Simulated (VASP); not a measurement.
# Bi2BBrO4 (P1) in VASP: notebook, part 2 of 2

VASP 6.6.1.

**3. Single point, PBEsol**

The input, INCAR:

```
PREC     = Accurate       # precision mode
ENCUT    = 520            # plane-wave cutoff, eV
EDIFF    = 1E-7           # SCF threshold, eV
ISMEAR   = -1             # smearing method
SIGMA    = 0.05           # smearing width, eV
LREAL    = F              # projectors in reciprocal space
LASPH    = T              # aspherical terms in the spheres
NELM     = 80             # most SCF steps
ALGO     = Fast           # electronic algorithm
ISIF     = 2              # what is computed and relaxed
LWAVE    = F              # write WAVECAR
LCHARG   = T              # write CHGCAR
GGA      = PS             # functional
LELF     = T              # ELF
LVHAR    = T            
NBANDS   = 42             # bands
```

The input, KPOINTS:

```
Automatic mesh
0
Gamma
  4 4 2
```

The input, POSCAR:

```
Bi2BBrO4
1.0
    3.5987610000      0.0022110000      0.0741550000
    0.0022110000      3.5932930000      0.0304680000
    0.1711660000      0.0703270000      8.2246900000
O B Br Bi
4 1 1 2
Direct
    0.3831174443     -0.0027784661      0.8751798038
   -0.0659648490      0.4234456186      0.8824444547
    0.4371170879      1.0096070751      0.1149984831
   -0.0707635637      0.5390237340      0.1253892240
    0.1921563355      0.0750408849      0.9973730683
    1.0038442858      1.0201310916      0.4893368106
    0.5215792518      0.5292873129      0.7264975294
    0.4467227707      0.5071907503      0.2767261970
```

Potentials or basis: VASP PAW PBE potentials, release 64 (O, B, Br, Bi_d).

Launch:

```console
cat potpaw_PBE.64/O/POTCAR potpaw_PBE.64/B/POTCAR potpaw_PBE.64/Br/POTCAR potpaw_PBE.64/Bi_d/POTCAR > POTCAR
mpirun -np 1 vasp_std > vasp.out
```

Run time: 54 s. Hardware: 1 thread of Intel Xeon 6975P-C (Granite Rapids), shared host; peak memory 0.26 GiB.

It converged, with:

- Free energy: -43.5102 eV
- Pressure: 24.0 GPa
- Largest force: 9.777 eV/Å
- Band gap on the k mesh: 0.38 eV, indirect (least direct gap 0.70 eV)

Forces on the atoms (eV/Å):
```
O    3.087 -2.497 -8.935
O    1.177 -0.601 -1.686
O   -0.393  1.410  4.440
O    1.863  0.082  2.629
B   -3.649  2.388  3.800
Br  -0.849 -0.181  0.949
Bi  -1.132 -0.769  0.624
Bi  -0.103  0.168 -1.822
```

Stress tensor (GPa, compression positive):
```
17.38  1.11 -6.12
 1.11 21.36  7.92
-6.12  7.92 33.40
```

Levels at points of the mesh, in eV from the valence-band top:
| k point | band 29 | band 30 | band 31 | band 32 | band 33 | band 34 | band 35 | band 36 |
| --- | --- | --- | --- | --- | --- | --- | --- | --- |
| (0.00, 0.00, 0.00) | -2.31 | -1.37 | -1.09 | -0.19 | 0.51 | 2.13 | 2.85 | 3.49 |
| (0.50, 0.00, 0.00) | -2.24 | -2.13 | -1.75 | -1.03 | 1.28 | 2.81 | 3.72 | 4.21 |
| (0.00, 0.50, 0.00) | -2.75 | -2.12 | -1.80 | -0.28 | 0.83 | 2.83 | 3.73 | 3.95 |
| (0.50, 0.50, 0.00) | -2.37 | -1.47 | -1.36 | -0.91 | 1.05 | 1.82 | 2.02 | 3.34 |
| (0.00, 0.00, 0.50) | -2.43 | -1.59 | -1.20 | -0.51 | 1.34 | 2.06 | 2.48 | 2.57 |
| (0.50, 0.00, 0.50) | -2.77 | -2.10 | -1.77 | -1.03 | 2.22 | 3.36 | 3.66 | 3.71 |
| (0.00, 0.50, 0.50) | -2.95 | -2.26 | -2.00 | 0.00 | 1.45 | 3.11 | 3.15 | 3.88 |
| (0.50, 0.50, 0.50) | -2.10 | -1.45 | -1.10 | -0.79 | 0.38 | 1.04 | 3.15 | 3.62 |

Caveat: the k mesh is coarse (spacing up to 0.44 Å⁻¹), so the values aren't converged; so large a pressure means that the cell lies far from this level's equilibrium, or that cutoff or potentials fall short; the potentials were made for another functional, which shifts forces and pressure; spin-orbit coupling is left out, which as a rule narrows the gap of such compounds by several tenths of an eV. As with any semilocal functional, this PBEsol gap is likely too small.

**4. Single point, PBEsol**

The input, INCAR:

```
PREC = Accurate
ENCUT = 520
EDIFF = 1E-6
ISMEAR = -1
SIGMA = 0.05
LREAL = False
LASPH = True
NELM = 80
ALGO = Fast
ISIF = 2
LWAVE = False
LCHARG = False
GGA = PS
NBANDS = 42
```

The input, KPOINTS:

```
regular mesh
0
Gamma
  4 4 2
```

The input, POSCAR:

```
Bi2BBrO4
1.0
    3.5987610000      0.0022110000      0.0741550000
    0.0022110000      3.5932930000      0.0304680000
    0.1711660000      0.0703270000      8.2246900000
O B Br Bi
4 1 1 2
Direct
    0.3916776048     -0.0480296484      0.8542181547
   -0.1064812317      0.3823961080      0.8929169697
    0.4326853290      1.0392909461      0.1273970329
   -0.0874087759      0.5533464627      0.1236977245
    0.1711059574      0.1631138281      1.0180287507
    0.9995709446      1.0344108160      0.4922121548
    0.5240257784      0.5321790016      0.7274915454
    0.4455543379      0.5043719422      0.2749685050
```

Launch:

```console
cat potpaw_PBE.64/O/POTCAR potpaw_PBE.64/B/POTCAR potpaw_PBE.64/Br/POTCAR potpaw_PBE.64/Bi_d/POTCAR > POTCAR
mpirun -np 1 vasp_std > vasp.out
```

Run time: 44 s. Hardware: 1 thread of Intel Xeon 6975P-C (Granite Rapids), shared host; peak memory 0.26 GiB.

It converged, with:

* Free energy: -43.2456 eV
* Pressure: 20.2 GPa
* Largest force: 5.129 eV/Å
* Band gap on the k mesh: 0.31 eV, indirect (least direct gap 0.49 eV)

Forces in eV/Å, atoms in the order of the input:
```
O   -2.297  3.847  2.496
O    3.919 -1.921  0.027
O   -2.039  0.962 -0.676
O    3.809 -0.579  2.243
B   -1.723 -0.076 -3.759
Br  -0.652 -0.417  0.354
Bi  -0.680 -3.320 -1.827
Bi  -0.337  1.504  1.142
```

Stress tensor (GPa, compression positive):
```
12.17  9.14 -3.94
 9.14 25.56 12.28
-3.94 12.28 22.72
```

Levels at points of the mesh, in eV from the valence-band top:
```
           k point  band 28  band 29  band 30  band 31  band 32  band 33  band 34  band 35  band 36  band 37
(0.00, 0.00, 0.00)    -2.63    -2.04    -1.77    -1.35    -0.17     0.31     2.11     2.88     3.93     4.21
(0.50, 0.00, 0.00)    -3.02    -2.67    -1.94    -1.58    -0.78     1.46     3.11     3.73     4.26     4.96
(0.00, 0.50, 0.00)    -3.01    -2.63    -2.32    -1.39    -0.24     1.63     3.27     3.92     4.05     4.65
(0.50, 0.50, 0.00)    -2.75    -2.33    -1.56    -1.50    -0.68     1.32     2.01     2.88     3.74     4.21
(0.00, 0.00, 0.50)    -2.49    -2.44    -1.86    -1.38    -0.53     1.31     1.74     2.88     3.11     4.07
(0.50, 0.00, 0.50)    -3.09    -3.01    -2.34    -1.33    -0.75     2.04     3.20     3.77     4.07     4.62
(0.00, 0.50, 0.50)    -3.11    -2.56    -2.34    -1.88     0.00     2.18     3.42     3.89     4.01     4.38
(0.50, 0.50, 0.50)    -2.56    -2.31    -1.55    -1.23    -0.42     0.90     1.44     3.45     3.55     4.61
```

Caveat: the k mesh is coarse (spacing up to 0.44 Å⁻¹), so the values aren't converged; so large a pressure means that the cell lies far from this level's equilibrium, or that cutoff or potentials fall short; the potentials were made for another functional, which shifts forces and pressure; spin-orbit coupling is left out, which as a rule narrows the gap of such compounds by several tenths of an eV. A k mesh can miss the band edges.

**5. Molecular dynamics, PBEsol**

The input, INCAR:

```
PREC     = Accurate       # precision mode
ENCUT    = 520            # plane-wave cutoff, eV
EDIFF    = 1E-5           # SCF threshold, eV
ISMEAR   = -1             # smearing method
SIGMA    = 0.05           # smearing width, eV
LREAL    = False          # projectors in reciprocal space
LASPH    = True           # aspherical terms in the spheres
NELM     = 80             # most SCF steps
ALGO     = Fast           # electronic algorithm
ISIF     = 2              # what is computed and relaxed
LWAVE    = False          # write WAVECAR
LCHARG   = False          # write CHGCAR
GGA      = PS             # functional
IBRION   = 0              # ionic algorithm
NSW      = 30             # ionic steps
POTIM    = 1.0            # step
TEBEG    = 900.0        
TEEND    = 900.0        
ISYM     = 0            
NELMIN   = 4            
RANDOM_SEED= 676677 0 0   
MDALGO   = 3            
LANGEVIN_GAMMA= 10 10 10 10
```

KPOINTS is that of step 4.

The input, POSCAR:

```
Bi2BBrO4
1.0
    3.5987610000      0.0022110000      0.0741550000
    0.0022110000      3.5932930000      0.0304680000
    0.1711660000      0.0703270000      8.2246900000
O B Br Bi
4 1 1 2
Direct
    0.4467120000      0.0123730000      0.8364030000
    0.0334980000      0.4767590000      0.8436470000
    0.4775080000      0.9950300000      0.1564830000
    0.0238970000      0.4946750000      0.1452370000
    0.0168460000      0.0164300000      0.9846030000
    0.9903960000      0.9988650000      0.4844810000
    0.5131930000      0.5274320000      0.7230290000
    0.4519650000      0.5135380000      0.2816490000
```

Launch:

```console
cat potpaw_PBE.64/O/POTCAR potpaw_PBE.64/B/POTCAR potpaw_PBE.64/Br/POTCAR potpaw_PBE.64/Bi_d/POTCAR > POTCAR
mpirun -np 1 vasp_std > vasp.out
```

Wall time 8.9 min (1 thread of Intel Xeon 6975P-C (Granite Rapids), shared host); peak memory 0.36 GiB.

Step by step:
| step | potential energy change (eV) | largest force (eV/Å) | pressure (GPa) | volume (Å³) | temperature (K) |
| --- | --- | --- | --- | --- | --- |
| 1 | 0.0000 | 5.9314 | 22.98 | 106.30 | 1057 |
| 2 | -0.0843 | 5.4867 | 22.47 | 106.30 | 1164 |
| 3 | -0.2201 | 4.9886 | 21.73 | 106.30 | 1354 |
| 4 | -0.3996 | 4.6437 | 20.81 | 106.30 | 1544 |
| 5 | -0.6066 | 4.2353 | 19.78 | 106.30 | 1790 |
| 6 | -0.8266 | 3.9522 | 18.62 | 106.30 | 2109 |
| 7 | -1.0496 | 3.7703 | 17.45 | 106.30 | 2403 |
| 8 | -1.2717 | 3.5618 | 16.21 | 106.30 | 2693 |
| 9 | -1.4751 | 3.3395 | 15.04 | 106.30 | 2883 |
| 10 | -1.6533 | 3.4790 | 14.01 | 106.30 | 2958 |
| 11 | -1.8012 | 3.6850 | 13.09 | 106.30 | 2970 |
| 12 | -1.9222 | 3.8900 | 12.29 | 106.30 | 3108 |
| 13 | -2.0200 | 4.1350 | 11.63 | 106.30 | 3302 |
| 14 | -2.0914 | 4.3668 | 11.16 | 106.30 | 3342 |
| 15 | -2.1554 | 4.5852 | 10.90 | 106.30 | 3357 |
| 16 | -2.2129 | 4.7775 | 10.84 | 106.30 | 3483 |
| 17 | -2.2673 | 4.9317 | 10.98 | 106.30 | 3658 |
| 18 | -2.3425 | 5.0317 | 11.27 | 106.30 | 3729 |
| 19 | -2.4425 | 5.0799 | 11.70 | 106.30 | 3692 |
| 20 | -2.5751 | 5.0387 | 12.26 | 106.30 | 3824 |
| 21 | -2.7309 | 5.1330 | 13.02 | 106.30 | 3931 |
| 22 | -2.8994 | 5.2626 | 13.96 | 106.30 | 3908 |
| 23 | -3.0831 | 5.2746 | 14.97 | 106.30 | 3928 |
| 24 | -3.2418 | 5.2368 | 16.09 | 106.30 | 3942 |
| 25 | -3.3718 | 5.1548 | 17.16 | 106.30 | 3973 |
| 26 | -3.4699 | 5.2061 | 18.16 | 106.30 | 4081 |
| 27 | -3.5737 | 5.7353 | 18.89 | 106.30 | 4175 |
| 28 | -3.6913 | 5.8645 | 19.27 | 106.30 | 4244 |
| 29 | -3.8083 | 5.5858 | 19.31 | 106.30 | 4466 |
| 30 | -3.9113 | 4.9750 | 19.10 | 106.30 | 4601 |

Caveat: the k mesh is coarse (spacing up to 0.44 Å⁻¹), so the values aren't converged; the PAW data sets were made with another functional, which shifts forces and pressure a little; spin-orbit coupling is left out, which moves the levels of the heavy elements.
